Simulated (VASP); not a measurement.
Level of theory: RPBE GGA, VASP's PBE PAW potentials (set 64) (plane waves; VASP).

VASP input:

File POSCAR:
```
AuZn
1
    3.2204662287     0.0000000000     0.0000000000
    0.0000000000     3.2204662287     0.0000000000
    0.0000000000     0.0000000000     3.2204662287
Zn Au
1 1
Direct
  0.5000000000   0.5000000000   0.5000000000
  0.0000000000   0.0000000000   0.0000000000
```

File KPOINTS:
```
Regular mesh
0
gamma
13 13 13
0 0 0
```

**INCAR**
```
ALGO = Normal
EDIFF = 1E-7
ENCUT = 520
GGA = RP
ISIF = 2
ISMEAR = -5
LASPH = .True.
LCHARG = .True.
LMAXMIX = 6
LORBIT = 11
LREAL = .False.
LWAVE = .False.
NEDOS = 601
NELM = 100
PREC = Accurate
SYSTEM = AuZn
```

POTCAR, in this order: Zn Au (PBE.64 set). Program: vasp_std.

Output of the run:

OUTCAR:
```
 ion  position               nearest neighbor table
   1  0.500  0.500  0.500-   2 2.79   2 2.79   2 2.79   2 2.79   2 2.79   2 2.79   2 2.79   2 2.79
  LATTYP: Found a simple cubic cell.
 ALAT       =     3.2204662287
 Subroutine PRICEL returns:
 Original cell was already a primitive cell.
 Subroutine GETGRP returns: Found 48 space group operations
The static configuration has the point symmetry O_h .
The dynamic configuration has the point symmetry O_h .
 Subroutine INISYM returns: Found 48 space group operations
 Subroutine IBZKPT returns following result:
 Found     84 irreducible k-points:

 Following reciprocal coordinates:
            Coordinates               Weight
  0.000000  0.000000  0.000000      1.000000
  0.076923  0.000000  0.000000      6.000000
  0.153846  0.000000  0.000000      6.000000
  0.230769  0.000000  0.000000      6.000000
  0.307692  0.000000  0.000000      6.000000
  0.384615  0.000000  0.000000      6.000000
  0.461538  0.000000  0.000000      6.000000
  0.076923  0.076923  0.000000     12.000000
  0.153846  0.076923  0.000000     24.000000
  0.230769  0.076923  0.000000     24.000000
...
```

**OSZICAR**
```
       N       E                     dE             d eps       ncg     rms          rms(c)
DAV:   1     0.127700752260E+03    0.12770E+03   -0.11745E+04  2568   0.195E+03
DAV:   2     0.400398370493E-01   -0.12766E+03   -0.12399E+03  2639   0.345E+02
DAV:   3    -0.411076102053E+01   -0.41508E+01   -0.41401E+01  3073   0.713E+01
DAV:   4    -0.413633754168E+01   -0.25577E-01   -0.25580E-01  2912   0.483E+00
DAV:   5    -0.413664175424E+01   -0.30421E-03   -0.30418E-03  3136   0.540E-01    0.704E+00
DAV:   6    -0.381924074677E+01    0.31740E+00   -0.11518E+00  2555   0.127E+01    0.474E+00
DAV:   7    -0.380142561228E+01    0.17815E-01   -0.28725E-02  3333   0.369E+00    0.257E+00
DAV:   8    -0.379585855093E+01    0.55671E-02   -0.10505E-02  3025   0.124E+00    0.152E-01
DAV:   9    -0.379590464036E+01   -0.46089E-04   -0.37872E-04  2835   0.197E-01    0.825E-02
DAV:  10    -0.379592607301E+01   -0.21433E-04   -0.48872E-05  3080   0.122E-01    0.152E-02
DAV:  11    -0.379592439806E+01    0.16750E-05   -0.12288E-05  2954   0.814E-02    0.400E-03
DAV:  12    -0.379592435101E+01    0.47050E-07   -0.27887E-07  2679   0.116E-02
   1 F= -.37959244E+01 E0= -.37959244E+01  d E =0.000000E+00
```

**OUTCAR**
```
------------------------ aborting loop because EDIFF is reached ----------------------------------------
  FORCE on cell =-STRESS in cart. coord.  units (eV):
  Direction    XX          YY          ZZ          XY          YZ          ZX
  --------------------------------------------------------------------------------------
  Total        0.0060547      0.0060547      0.0060547     -0.0000000      0.0000000      0.0000000
  in kB        0.2904338      0.2904338      0.2904338     -0.0000000      0.0000000      0.0000000
  external PRESSURE =       0.2904338 kB  Pullay stress =       0.0000000 kB
  volume of cell :       33.40
      direct lattice vectors                 reciprocal lattice vectors
     3.220466229  0.000000000  0.000000000     0.310514046  0.000000000  0.000000000
     0.000000000  3.220466229  0.000000000     0.000000000  0.310514046  0.000000000
     0.000000000  0.000000000  3.220466229     0.000000000  0.000000000  0.310514046
 POSITION                                       TOTAL-FORCE (eV/Angst)
 -----------------------------------------------------------------------------------
      1.61023      1.61023      1.61023         0.000000      0.000000      0.000000
      0.00000      0.00000      0.00000         0.000000      0.000000      0.000000
 -----------------------------------------------------------------------------------
    total drift:                                0.000000      0.000000     -0.000000
  FREE ENERGIE OF THE ION-ELECTRON SYSTEM (eV)
  ---------------------------------------------------
  free  energy   TOTEN  =        -3.7959243510 eV

  energy  without entropy=       -3.7959243510  energy(sigma->0) =       -3.79592435

 total charge

# of ion       s       p       d       tot
------------------------------------------
    1        0.505   0.392   9.759  10.655
    2        0.607   0.345   8.712   9.665
--------------------------------------------------
tot          1.112   0.737  18.471  20.320
```
(Selected blocks of OUTCAR.)

For a metal the tetrahedron method with Blöchl corrections gives inexact stress and forces.

The compound is AuZn in the CsCl type structure. It was relaxed first, which changed the volume by +7 %. The electron count is odd and the run is not spin-polarised, which forces a metal.
